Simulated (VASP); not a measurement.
Data:

```
BaTiO3
1.0
    3.99731     0.00000     0.00000
    0.00000     3.99731     0.00000
    0.00000     0.00000     4.22462
Ba Ti O
1 1 3
Direct
  0.00000   0.00000   0.01078
  0.50000   0.50000   0.52974
  0.50000   0.50000   0.95950
  0.00000   0.50000   0.48198
  0.50000   0.00000   0.48198
```

These are PBE GGA, VASP's PBE PAW potentials (set 64) (plane waves; VASP) values and carry that method's errors. Run with 520 eV cut-off, 10×10×10 Γ-centred mesh, Gaussian smearing of 0.010 eV, potentials Ba_sv Ti_sv O.

Unless said otherwise, spin-orbit coupling is left out, though it shifts the bands of the heavy elements here.

### Question
Estimate the energy per atom (σ→0), band gap (on the k-mesh) with the smallest direct gap where there is one.

### Answer

The band gap (on the k-mesh) is 1.77 eV and the smallest direct gap (on the k-mesh) is 2.34 eV. The energy per atom (σ→0) comes out as -8.009 eV/atom.

The absolute energy has meaning only against runs of the same code, potentials and settings.

The compound is BaTiO3 in the tetragonal perovskite structure. It was relaxed first.
